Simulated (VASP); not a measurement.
VASP runs on GaN (space group P6_3mc) share one base input (PBE GGA, plane waves, VASP's PBE PAW potentials (set 64)) and change the settings named in each case.

File POSCAR:
```
GaN
3.1221650
  1.0000000000   0.0000000000   0.0000000000
 -0.4999998399   0.8660250179   0.0000000000
  0.0000000000   0.0000000000   3.2737430597
Ga N
4 4
Cart
  0.0000000000   0.0000000000   0.0000000000
  0.0000000000   0.0000000000   1.6368715299
  0.5000005534   0.2886747173   2.4558965685
 -0.0000003932   0.5773503006   0.8190250387
  0.0000000000   0.0000000000   2.6588031634
  0.0000000000   0.0000000000   1.0219316335
  0.5000005534   0.2886747173   1.8440667281
 -0.0000003932   0.5773503006   0.2071951982
```

**INCAR**
```
LMAXMIX=4   # l cut-off of mixed one-centre charges
PREC=Accurate
SIGMA=0.05   # width (eV)
NELM=100   # most electronic steps
ALGO=Normal   # blocked Davidson
LASPH=.TRUE.
LWAVE=.FALSE.
LREAL=.FALSE.   # projection in real space or not
SYSTEM=GaN
ISMEAR=1   # Methfessel-Paxton
EDIFF=1E-6   # SCF stop (eV)
ISIF=2
LCHARG=.FALSE.
GGA=PE   # PBE
ENCUT=400   # plane-wave cut-off (eV)
```

KPOINTS:
```
K-points
0
G
6 6 2
```

POTCAR, in this order: Ga_d N (PBE.64 set). Program: vasp_std.

| change | E(σ→0) (eV/atom) | pressure (GPa) | gap on the mesh (eV) | −TS (eV) |
|---|---|---|---|---|
| base run | -6.0258 | 14.12 | 2.17 | 0.0001 |
| ENCUT = 160 | -4.2671 | -364.54 | 0.99 | 0.0003 |
| ENCUT = 200 | -5.9261 | -111.13 | 1.55 | 0.0003 |
| ENCUT = 240 | -6.0277 | -36.63 | 1.74 | 0.0001 |
| ENCUT = 280 | -6.0116 | -8.76 | 2.04 | 0.0001 |
| ENCUT = 320 | -6.0277 | 3.45 | 2.11 | 0.0001 |
| ENCUT = 360 | -6.0195 | 9.90 | 2.15 | 0.0001 |
| ENCUT = 460 | -6.0280 | [?] | 2.18 | 0.0001 |
| ENCUT = 520 | -6.0268 | 17.93 | 2.18 | 0.0001 |
| ENCUT = 600 | -6.0276 | 17.73 | 2.18 | 0.0001 |
| ENCUT = 700 | -6.0292 | 17.77 | 2.18 | 0.0001 |
| ENCUT = 800 | -6.0300 | 17.91 | 2.18 | 0.0001 |
| EDIFF = 1E-01 | -6.0265 | 9.28 | 2.21 | 0.0001 |

Q: What belongs in the gaps?

A: 
- ENCUT = 460, pressure (GPa): 17.29

Energies of different potentials or functionals have different zeros.  The base run's pressure lies -3.79 GPa from that at 800 eV (Pulay error).

Left out are runs that ran out of time, are held back, or changed the cell or the kind of run, fixed moments of cells without a moment, rows past the twelfth, gaps on odd meshes, pressures of charged cells and columns that move by less than the noise.

The structure was generated: GaN was put into an ordered model structure, which need not be its known phase. The cell was not relaxed at this level, its lattice was scaled by up to 2.5 %.
